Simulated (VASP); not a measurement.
Here is the system:

```
CdHg2
1.0
   -1.97077     1.97077     4.33107
    1.97077    -1.97077     4.33107
    1.97077     1.97077    -4.33107
Cd Hg
1 2
Cartesian
  0.00000   0.00000   0.00000
  0.00000   0.00000   2.88457
  0.00000   0.00000   5.77758
```

All values below come from PBEsol GGA, VASP's PBE PAW potentials (set 64) (plane waves; VASP). Settings: 400 eV cut-off, 12×12×12 Γ-centred mesh, tetrahedra with Blöchl corrections, potentials Cd Hg.

The cores are frozen, which limits the accuracy of field gradients.

**Question.** Give the principal components of the electric field gradient (V/Å²) and the asymmetry η at each nucleus.

**Answer.** 
| atom | Vxx | Vyy | Vzz | η |
|---|---|---|---|---|
| Cd1 | 42.8 | 42.8 | -85.6 | 0.00 |
| Hg2 | 107.6 | 107.6 | -215.2 | 0.00 |
| Hg3 | 107.6 | 107.6 | -215.2 | 0.00 |

The structure comes from a computed database's CdHg2 entry (I4/mmm); how it stands against other phases isn't given here. It was relaxed first, which changed the volume by -11 %.
